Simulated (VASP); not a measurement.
# Which face does Nb expose?

Aim: compare the low-index faces of Nb at one level of theory.

Calculated with VASP 6.6.1; PBEsol; plane waves and PAW (Nb_pv).

## (1) The structure

Symmetry: Im-3m, No. 229, cubic system. Conventional cell: a = 3.300 Å, b = 3.300 Å, c = 3.300 Å, α = 90.00°, β = 90.00°, γ = 90.00°. Nb has 8 Nb at 2.86 Å nearest.

Structure file:

```cif
data_structure
_symmetry_space_group_name_H-M 'Im-3m'
_symmetry_Int_Tables_number 229
_cell_length_a 3.3000
_cell_length_b 3.3000
_cell_length_c 3.3000
_cell_angle_alpha 90.000
_cell_angle_beta 90.000
_cell_angle_gamma 90.000
_cell_volume 35.94
loop_
_atom_site_label
_atom_site_type_symbol
_atom_site_symmetry_multiplicity
_atom_site_Wyckoff_symbol
_atom_site_fract_x
_atom_site_fract_y
_atom_site_fract_z
_atom_site_occupancy
Nb1 Nb 2 a 0.00000 0.00000 0.00000 1
```

## (2) The bulk reference, job relaxation, k-mesh 16×16×16

The bulk crystal is relaxed first, so that the slabs are cut at this functional's lattice.

INCAR reads:

```
SYSTEM = Nb
PREC = Accurate
ENCUT = 420
EDIFF = 1E-06
NELM = 120
ISMEAR = 1
SIGMA = 0.15
LREAL = .FALSE.
ALGO = Normal
GGA = PS
NBANDS = 11
LASPH = .TRUE.
LORBIT = 11
LWAVE = .FALSE.
LCHARG = .FALSE.
KPAR = 4
IBRION = 2
NSW = 30
ISIF = 3
EDIFFG = -0.01
POTIM = 0.4
```

POSCAR reads:

```
Nb
1.0
   -1.6500000000      1.6500000000      1.6500000000
    1.6500000000     -1.6500000000      1.6500000000
    1.6500000000      1.6500000000     -1.6500000000
Nb
1
Direct
    0.0000000000      0.0000000000      0.0000000000
```

KPOINTS reads:

```
Automatic mesh
0
Gamma
16 16 16
0 0 0
```

Potentials, in the order of the species: Nb_pv (PBE family, release 64).

Command:

```console
$ mpirun -np 4 vasp_std
```

The program printed:

```text
[banner, memory and clock lines left out]
running    4 mpi-ranks, on    1 nodes
 distrk:  each k-point on    1 cores,    4 groups
 distr:  one band on    1 cores,    1 groups

 POSCAR found type information on POSCAR Nb
 POSCAR found :  1 types and       1 ions
|                                                                             |
|               ----> ADVICE to this user running VASP <----                  |
|                                                                             |
|     You enforced a specific xc type in the INCAR file but a different       |
|     [... a line on the potential file left out ...]
|     I HOPE YOU KNOW WHAT YOU ARE DOING!                                     |
|                                                                             |

 LDA part: xc-table for (Slater+PW92), standard interpolation
 POSCAR, INCAR and KPOINTS ok, starting setup
 FFT: planning ... GRIDC
 FFT: planning ... GRID_SOFT
 FFT: planning ... GRID
 WAVECAR not read
 entering main loop
       N       E                     dE             d eps       ncg     rms          rms(c)
DAV:   1     0.582279519005E+02    0.58228E+02   -0.54499E+03  3374   0.865E+02
DAV:   2    -0.972495624223E+01   -0.67953E+02   -0.64090E+02  3282   0.293E+02
DAV:   3    -0.113802480462E+02   -0.16553E+01   -0.15688E+01  4519   0.487E+01
DAV:   4    -0.113970088112E+02   -0.16761E-01   -0.16713E-01  4294   0.327E+00
DAV:   5    -0.113971114508E+02   -0.10264E-03   -0.10263E-03  3878   0.260E-01    0.180E+01
DAV:   6    -0.109338788055E+02    0.46323E+00   -0.46273E-01  5139   0.103E+01    0.766E+00
DAV:   7    -0.108238808227E+02    0.11000E+00   -0.22560E-01  5160   0.703E+00    0.440E-01
DAV:   8    -0.108207168645E+02    0.31640E-02   -0.30877E-03  3763   0.735E-01    0.130E-01
DAV:   9    -0.108207368826E+02   -0.20018E-04   -0.41814E-05  4531   0.834E-02    0.904E-03
DAV:  10    -0.108207306353E+02    0.62473E-05   -0.21523E-06  3715   0.149E-02    0.179E-03
DAV:  11    -0.108207305944E+02    0.40849E-07   -0.33761E-08  1952   0.228E-03
   1 F= -.10820731E+02 E0= -.10820761E+02  d E =-.108207E+02
 curvature:   0.00 expect dE= 0.000E+00 dE for cont linesearch  0.000E+00
 trial: gam= 0.00000 g(F)=  0.176E-64 g(S)=  0.105E-01 ort = 0.000E+00 (trialstep = 0.100E+01)
 search vector abs. value=  0.105E-01
 bond charge predicted
       N       E                     dE             d eps       ncg     rms          rms(c)
DAV:   1    -0.109071540362E+02   -0.86423E-01   -0.18984E+00  3560   0.175E+01    0.430E+00
DAV:   2    -0.108312108732E+02    0.75943E-01   -0.96477E-02  4923   0.514E+00    0.920E-01
DAV:   3    -0.108182858651E+02    0.12925E-01   -0.27130E-02  5112   0.272E+00    0.631E-01
DAV:   4    -0.108185428557E+02   -0.25699E-03   -0.96471E-04  4531   0.469E-01    0.134E-01
DAV:   5    -0.108185695236E+02   -0.26668E-04   -0.32911E-05  4745   0.750E-02    0.254E-02
DAV:   6    -0.108185682618E+02    0.12618E-05   -0.88284E-07  2277   0.176E-02    0.211E-03
DAV:   7    -0.108185680008E+02    0.26098E-06   -0.14068E-07  1778   0.335E-03
   2 F= -.10818568E+02 E0= -.10818671E+02  d E =0.216259E-02
 trial-energy change:    0.002163  1 .order    0.002300   -0.010473    0.015073
 step:   0.4178(harm=  0.4100)  dis= 0.00000  next Energy=   -10.822929 (dE=-0.220E-02)
 bond charge predicted
       N       E                     dE             d eps       ncg     rms          rms(c)
DAV:   1    -0.108532229339E+02   -0.34655E-01   -0.66298E-01  3413   0.105E+01    0.238E+00
DAV:   2    -0.108270510890E+02    0.26172E-01   -0.34531E-02  4896   0.301E+00    0.546E-01
DAV:   3    -0.108228427394E+02    0.42083E-02   -0.92561E-03  5127   0.158E+00    0.333E-01
DAV:   4    -0.108229336233E+02   -0.90884E-04   -0.34040E-04  4431   0.261E-01    0.390E-02
DAV:   5    -0.108229355829E+02   -0.19596E-05   -0.62965E-06  4641   0.285E-02    0.861E-03
DAV:   6    -0.108229355867E+02   -0.37614E-08   -0.25800E-07  1993   0.533E-03
   3 F= -.10822936E+02 E0= -.10822974E+02  d E =-.220499E-02
 curvature:  -0.20 expect dE=-0.188E-08 dE for cont linesearch -0.188E-08
 trial: gam= 0.00000 g(F)=  0.103E-62 g(S)=  0.918E-08 ort =-0.981E-05 (trialstep = 0.884E+00)
 search vector abs. value=  0.928E-08
 reached required accuracy - stopping structural energy minimisation
```

Wall time 13 s (4 MPI ranks of AMD EPYC 7R43, shared host); peak memory 0.48 GiB.

The logs omit lines about the potential files and the build; timing stands in the text.

Parts of OUTCAR (step 2):

```text
ion  position               nearest neighbor table
   1  0.000  0.000  0.000-

  LATTYP: Found a body centered cubic cell.
 ALAT       =     3.3000000000

 Subroutine GETGRP returns: Found 48 space group operations
 (whereof 48 operations were pure point group operations)

The static configuration has the point symmetry O_h .

 Found    145 irreducible k-points:

   k-points           NKPTS =    145   k-points in BZ     NKDIM =    145   number of bands    NBANDS=     11

   dimension x,y,z NGX =    20 NGY =   20 NGZ =   20
   dimension x,y,z NGXF=    40 NGYF=   40 NGZF=   40

   ENCUT  =  420.0 eV  30.87 Ry    5.56 a.u.   4.78  4.78  4.78*2*pi/ulx,y,z

   NELECT =      11.0000    total number of electrons

 k-points in reciprocal lattice and weights: Automatic mesh
   0.00000000  0.00000000  0.00000000       0.000
   0.06250000  0.00000000  0.00000000       0.003
   0.12500000  0.00000000  0.00000000       0.003
   0.18750000  0.00000000  0.00000000       0.003
   0.25000000  0.00000000  0.00000000       0.003
   0.31250000  0.00000000  0.00000000       0.003
   0.37500000  0.00000000  0.00000000       0.003
   0.43750000  0.00000000  0.00000000       0.003
   0.50000000  0.00000000  0.00000000       0.001
[...]
0.50000000  0.50000000  0.43750000       0.003
   0.50000000  0.50000000  0.50000000       0.000

 average (electrostatic) potential at core
       1 -34.6722

 E-fermi :   4.9873

 k-point     1 :       0.0000    0.0000    0.0000
  band No.  band energies     occupation
      1     -24.5733      2.00000
      2     -24.5733      2.00000
      3     -24.5733      2.00000
      4      -1.0246      2.00000
      5       5.3241     -0.00668
      6       5.3241     -0.00668
      7       5.3241     -0.00668
      8       8.2892      0.00000
      9       8.2892      0.00000
    ...

 k-point     2 :       0.0625    0.0000    0.0000
  band No.  band energies     occupation
      1     -24.6333      2.00000
      2     -24.5912      2.00000
      3     -24.5738      2.00000
      4      -0.8585      2.00000
      5       5.2235     -0.04847
      6       5.3031     -0.01120
      7       5.4864     -0.00003
      8       8.1384      0.00000
      9       8.2928      0.00000
    ...

 k-point     3 :       0.1250    0.0000    0.0000
  band No.  band energies     occupation
      1     -24.8016      2.00000
      2     -24.6419      2.00000
      3     -24.5753      2.00000
      4      -0.3900      2.00000
      5       4.9499      1.40741
      6       5.2051     -0.05944
      7       5.9649     -0.00000
      8       7.8420     -0.00000
      9       8.3119      0.00000
     10      20.9927      0.00000
    ...

  Total        0.0002816      0.0002816      0.0002816     -0.0000000     -0.0000000      0.0000000
  in kB        0.0254760      0.0254760      0.0254760     -0.0000000     -0.0000000      0.0000000
  external PRESSURE =       0.0254760 kB  Pullay stress =       0.0000000 kB

  energy-cutoff  :      420.00
  volume of cell :       17.71
      direct lattice vectors                 reciprocal lattice vectors
    -1.641997773  1.641997773  1.641997773     0.000000000  0.304507112  0.304507112
     1.641997773 -1.641997773  1.641997773     0.304507112  0.000000000  0.304507112
     1.641997773  1.641997773 -1.641997773     0.304507112  0.304507112  0.000000000

 POSITION                                       TOTAL-FORCE (eV/Angst)
 -----------------------------------------------------------------------------------
      0.00000      0.00000      0.00000         0.000000      0.000000      0.000000
 -----------------------------------------------------------------------------------
    total drift:                               -0.000000     -0.000000      0.000000

  FREE ENERGIE OF THE ION-ELECTRON SYSTEM (eV)
  ---------------------------------------------------
  free  energy   TOTEN  =       -10.8229355867 eV

  energy  without entropy=      -10.8230508679  energy(sigma->0) =      -10.82297401

 reached required accuracy - stopping structural energy minimisation

 total charge
# of ion       s       p       d       tot
------------------------------------------
    1        0.432   6.305   3.129   9.867

[... 3 further parts left out ...]
```

CONTCAR:

```
Nb
   1.00000000000000
    -1.6419977734778630    1.6419977734778630    1.6419977734778630
     1.6419977734778630   -1.6419977734778630    1.6419977734778630
     1.6419977734778630    1.6419977734778630   -1.6419977734778630
  Nb
     1
Direct
     0.0000000000000000    0.0000000000000000    0.0000000000000000
```

This run has no spin polarisation. Its electron count is odd, so without a moment it is a metal by construction. The PAW data sets were made with PBE, which is usual practice but a small mismatch for other functionals. The run keeps the 48 symmetry operations of its start, so it cannot find a distortion of lower symmetry.

The steps of the relaxation:

```csv
step,energy less that of the first step (eV),largest force (eV/Å),pressure (GPa),volume (Å³)
1,0.0000,0.0000,-2.68,17.97
2,0.0022,0.0000,4.00,17.35
3,-0.0022,0.0000,0.00,17.71
```

```csv
"conventional cell, symmetrised",before,after,change
a (Å),3.300,3.284,-0.5 %
b (Å),3.300,3.284,-0.5 %
c (Å),3.300,3.284,-0.5 %
volume (Å³/atom),17.97,17.71,-1.4 %
```

Final coordinates:

```
Nb
1.0
    -1.64200    1.64200    1.64200
     1.64200   -1.64200    1.64200
     1.64200    1.64200   -1.64200
Nb
1
Direct
  0.00000 0.00000 0.00000
```

This step gave:

| Quantity | Value |
| --- | --- |
| electronic cycles | 24 |
| electrons | 11 |
| free energy (TOTEN) | -10.82 eV |
| Fermi energy | 4.987 eV |
| metallic | yes |

The run ended after 3 ionic steps, 0.002 eV below its first step, once forces and stress met EDIFFG = -0.01.

Energy at zero smearing: -10.82297 eV.

## (3) The bulk reference, job self-consistent run, k-mesh 20×20×20

INCAR reads:

```
SYSTEM = Nb
PREC = Normal
ENCUT = 320
EDIFF = 1E-06
NELM = 120
ISMEAR = 1
SIGMA = 0.15
LREAL = .FALSE.
ALGO = Fast
GGA = PS
NBANDS = 11
LASPH = .TRUE.
LORBIT = 11
LWAVE = .FALSE.
LCHARG = .FALSE.
KPAR = 4
```

POSCAR reads:

```
Nb
1.0
   -1.6419977735      1.6419977735      1.6419977735
    1.6419977735     -1.6419977735      1.6419977735
    1.6419977735      1.6419977735     -1.6419977735
Nb
1
Direct
    0.0000000000      0.0000000000      0.0000000000
```

KPOINTS reads:

```
Automatic mesh
0
Gamma
20 20 20
0 0 0
```

Command:

```console
$ mpirun -np 4 vasp_std
```

The program printed:

```text
[banner, memory and clock lines left out]
running    4 mpi-ranks, on    1 nodes
 distrk:  each k-point on    1 cores,    4 groups
 distr:  one band on    1 cores,    1 groups

 POSCAR found type information on POSCAR Nb
 POSCAR found :  1 types and       1 ions
 [... a notice as in an earlier step ...]

 LDA part: xc-table for (Slater+PW92), standard interpolation
 POSCAR, INCAR and KPOINTS ok, starting setup
 FFT: planning ... GRIDC
 FFT: planning ... GRID_SOFT
 FFT: planning ... GRID
 WAVECAR not read
 entering main loop
       N       E                     dE             d eps       ncg     rms          rms(c)
DAV:   1     0.388551057188E+02    0.38855E+02   -0.48582E+03  6639   0.719E+02
DAV:   2    -0.104340589618E+02   -0.49289E+02   -0.46849E+02  5821   0.237E+02
DAV:   3    -0.113807641955E+02   -0.94671E+00   -0.91751E+00  8030   0.353E+01
DAV:   4    -0.113881604130E+02   -0.73962E-02   -0.73800E-02  7336   0.218E+00
DAV:   5    -0.113882135542E+02   -0.53141E-04   -0.53140E-04  6967   0.191E-01    0.187E+01
RMM:   6    -0.109212156939E+02    0.46700E+00   -0.29114E-01  6942   0.728E+00    0.734E+00
RMM:   7    -0.108222638380E+02    0.98952E-01   -0.58226E-01  8274   0.652E+00    0.523E-01
RMM:   8    -0.108209600138E+02    0.13038E-02   -0.20546E-02  8586   0.179E+00    0.825E-01
RMM:   9    -0.108195663235E+02    0.13937E-02   -0.38539E-03  7525   0.570E-01    0.407E-01
RMM:  10    -0.108193379565E+02    0.22837E-03   -0.70784E-04  7599   0.330E-01    0.839E-02
RMM:  11    -0.108193496640E+02   -0.11707E-04   -0.15684E-04  7783   0.121E-01    0.423E-02
RMM:  12    -0.108193505084E+02   -0.84445E-06   -0.13104E-05  6842   0.400E-02    0.877E-03
RMM:  13    -0.108193498891E+02    0.61935E-06   -0.20994E-06  5022   0.218E-02
   1 F= -.10819350E+02 E0= -.10819691E+02  d E =0.102218E-02
```

Wall time 4.6 s (4 MPI ranks); peak memory 0.35 GiB.

Parts of OUTCAR (step 3):

```text
  LATTYP: Found a body centered cubic cell.
 ALAT       =     3.2839955470

The static configuration has the point symmetry O_h .

 Found    256 irreducible k-points:

   k-points           NKPTS =    256   k-points in BZ     NKDIM =    256   number of bands    NBANDS=     11

   dimension x,y,z NGX =    12 NGY =   12 NGZ =   12
   dimension x,y,z NGXF=    24 NGYF=   24 NGZF=   24

   ENCUT  =  320.0 eV  23.52 Ry    4.85 a.u.   4.15  4.15  4.15*2*pi/ulx,y,z

   NELECT =      11.0000    total number of electrons

 E-fermi :   4.9886

 k-point     1 :       0.0000    0.0000    0.0000
  band No.  band energies     occupation
      1     -24.5782      2.00000
      2     -24.5782      2.00000
      3     -24.5782      2.00000
      4      -1.0248      2.00000
      5       5.3224     -0.00723
      6       5.3224     -0.00723
      7       5.3224     -0.00722
      8       8.2876      0.00000
      9       8.2876      0.00000
    ...

 k-point     2 :       0.0500    0.0000    0.0000
  band No.  band energies     occupation
      1     -24.6168      2.00000
      2     -24.5897      2.00000
      3     -24.5785      2.00000
      4      -0.9180      2.00000
      5       5.2574     -0.02947
      6       5.3098     -0.00987
      7       5.4264     -0.00029
      8       8.1876      0.00000
      9       8.2897      0.00000
    ...

  Total       -0.0360110     -0.0360110     -0.0360110      0.0000000      0.0000000     -0.0000000
  in kB       -3.2581317     -3.2581317     -3.2581317      0.0000000      0.0000000     -0.0000000
  external PRESSURE =      -3.2581317 kB  Pullay stress =       0.0000000 kB

  energy-cutoff  :      320.00
  volume of cell :       17.71
      direct lattice vectors                 reciprocal lattice vectors
    -1.641997773  1.641997773  1.641997773     0.000000000  0.304507112  0.304507112
     1.641997773 -1.641997773  1.641997773     0.304507112  0.000000000  0.304507112
     1.641997773  1.641997773 -1.641997773     0.304507112  0.304507112  0.000000000

 POSITION                                       TOTAL-FORCE (eV/Angst)
 -----------------------------------------------------------------------------------
      0.00000      0.00000      0.00000        -0.000000     -0.000000     -0.000000
 -----------------------------------------------------------------------------------
    total drift:                               -0.000000      0.000000      0.000000

  FREE ENERGIE OF THE ION-ELECTRON SYSTEM (eV)
  ---------------------------------------------------
  free  energy   TOTEN  =       -10.8193498891 eV

  energy  without entropy=      -10.8203720732  energy(sigma->0) =      -10.81969062

 total charge
# of ion       s       p       d       tot
------------------------------------------
    1        0.432   6.307   3.134   9.872

[... 2 parts as in an earlier step ...]

[... 6 further parts left out ...]
```

This step gave:

| Quantity | Value |
| --- | --- |
| electronic cycles | 13 |
| energy at zero smearing | -10.82 eV |
| Fermi energy | 4.989 eV |

Energy at zero smearing: -10.81969 eV.

The run ends at a pressure of -0.33 GPa.

[end of part 1 of 6]

[Lines on the potential files, build, host, timing and source positions are cut from VASP's logs without a mark.]

[Logs are printed without paths, hosts, clocks, repeated set-up lines and the standing remarks that a program may print on its own settings, such as how far it seeks lower states.]

[Hosts, paths, dates, database ids (printed as entryN), source tags and the programs' standing remarks are cut or masked in the printed files.]

[Runs that stopped without an error message from VASP are left out.]
